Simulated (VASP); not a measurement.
Computed with TPSS meta-GGA, VASP's PBE PAW potentials (set 64) (plane waves; VASP).

VASP ran on this input.

### INCAR
```
MAGMOM = 2.0 -2.0 0.0 0.0
ISIF = 3   ! ions, shape and volume
ENCUT = 520   ! plane-wave cut-off (eV)
SYSTEM = NiO
EDIFF = 1E-6   ! SCF stop (eV)
NSW = 60
NELM = 100   ! most electronic steps
METAGGA = TPSS
LMIXTAU = .TRUE.
ALGO = Normal   ! blocked Davidson
IBRION = 2   ! conjugate gradients
LORBIT = 10
EDIFFG = -0.02   ! ionic stop
LWAVE = .FALSE.
LCHARG = .FALSE.
LREAL = .FALSE.
PREC = Accurate
LASPH = .TRUE.
SIGMA = 0.05
LMAXMIX = 4   ! l cut-off of mixed one-centre charges
ISPIN = 2
ISMEAR = 0   ! Gaussian
```

File KPOINTS:
```
Automatic mesh
0
Gamma
8 8 8
0 0 0
```

**POSCAR**
```
NiO
1
    4.1176733789     2.0566918651     2.0566918651
    2.0566918651     4.1176733789     2.0566918651
    2.0566918651     2.0566918651     4.1176733789
Ni O
2 2
Direct
  0.0000000000   0.0000000000   0.0000000000
  0.5000000000   0.5000000000   0.5000000000
  0.2500000000   0.2500000000   0.2500000000
  0.7500000000   0.7500000000   0.7500000000
```

POTCAR, in this order: Ni O (PBE.64 set). Program: vasp_std.

Energy and stress use the plane-wave basis of the starting cell.

Question: What does the run give for the energy per atom (σ→0), cell moment, volume per atom?

Answer: 
```json
{
  "energy per atom (σ→0)": "-11.007 eV/atom",
  "cell_moment": "0.00 μB",
  "volume_per_atom": "9.06 Å^3/atom"
}
```

**OSZICAR**
```
...
DAV:   3    -0.440334455597E+02    0.80376E-02   -0.53232E-02  7280   0.534E+00    0.128E+00
DAV:   4    -0.440295945486E+02    0.38510E-02   -0.13046E-02  6832   0.202E+00    0.433E-01
DAV:   5    -0.440280607555E+02    0.15338E-02   -0.31640E-03  9104   0.121E+00    0.228E-01
DAV:   6    -0.440276185944E+02    0.44216E-03   -0.17069E-03  6736   0.861E-01    0.752E-02
DAV:   7    -0.440276480084E+02   -0.29414E-04   -0.36461E-04  7664   0.199E-01    0.382E-02
DAV:   8    -0.440276561307E+02   -0.81223E-05   -0.18307E-05  7016   0.979E-02    0.235E-02
DAV:   9    -0.440276570222E+02   -0.89156E-06   -0.26129E-06  4032   0.238E-02
   3 F= -.44027657E+02 E0= -.44027657E+02  d E =-.321433E-01  mag=     0.0000
```

The compound is NiO in the rock salt, AFM-II order structure. This run relaxes it. Symmetry was kept, so distortions that lower it aren't found. The start is the result of an earlier pass.
